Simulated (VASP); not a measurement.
A VASP calculation is set up with these files.

File POSCAR:
```
LiCl
1
    0.0000000000     2.6462720437     2.6462720437
    2.6462720437     0.0000000000     2.6462720437
    2.6462720437     2.6462720437     0.0000000000
Li Cl
1 1
Direct
  0.0000000000   0.0000000000   0.0000000000
  0.5000000000   0.5000000000   0.5000000000
```

### KPOINTS
```
Regular mesh
0
Gamma
 9 9 9
```

**INCAR**
```
# general
SYSTEM=LiCl
PREC  =Accurate
ENCUT =520
LREAL =.FALSE.
LASPH =.TRUE.

# electronic loop
EDIFF =1E-7
NELM  =100
ALGO  =Normal

# smearing
ISMEAR=0
SIGMA =0.05

# functional
GGA   =RE

# ions
ISIF  =2

# output
LWAVE =.FALSE.
LCHARG=.FALSE.
```

POTCAR, in this order: Li_sv Cl (PBE.64 set). Program: vasp_std.

Q: Write an equivalent input for Ansatz.

A: One equivalent input (not run):
Ansatz 0.2 input:
```yaml
crystal:
  lattice:
    - [0.0000000, 2.6462720, 2.6462720]
    - [2.6462720, 0.0000000, 2.6462720]
    - [2.6462720, 2.6462720, 0.0000000]
  atoms:
    - { symbol: Li, position: [0.0000000, 0.0000000, 0.0000000] }
    - { symbol: Cl, position: [0.5000000, 0.5000000, 0.5000000] }
kpoints:
  mp_grid: { grid: [9, 9, 9] }
hamiltonian:
  xc: revpbe
  pseudopotentials: { kind: paw }
scf:
  occupations: { method: gaussian, width: 0.05 }
  max_iter: 100
output: { forces: true, stress: true, eigenvalues: true }
```
The two are equivalent in intent, not identical: each code has its own PAW files, so the cut-off isn't converted (ENCUT is set for VASP's; basis.ecutwfc is left out, and Ansatz then takes the one that its files recommend); Ansatz stops its SCF on the density residual and VASP on the energy change (EDIFF).

The compound is LiCl in the rock salt structure. This cell is one point of a volume scan, at 1.03 of the reference volume.
